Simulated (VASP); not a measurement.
Energy against volume of CsI (CsCl type). Computed with PBE GGA with D3 dispersion (Becke-Johnson damping), VASP's PBE PAW potentials (set 64) (plane waves; VASP 6.6.1). Settings: 520 eV cut-off, 6×6×6 Γ-centred mesh, Gaussian smearing of 0.050 eV, potentials Cs_sv I.

| V (Å³/atom) | E (eV/atom) |
|---|---|
| 44.859 | -2.94691 |
| 46.290 | -2.95225 |
| 47.722 | -2.95372 |
| 49.154 | -2.95196 |

Q: Fit these four points and predict the energy of the run at 50.585 Å³/atom.

A: A cubic in V^(−2/3), the third-order Birch-Murnaghan form, passes through the four points with V0 = 47.61 Å³/atom and B0 = 12 GPa, and gives -2.9475 eV/atom there. The run gave -2.9475 eV/atom, -0.0 meV/atom from the fit; all five points give B0 = 12 GPa.

The compound is CsI in the CsCl type structure. It was relaxed first.
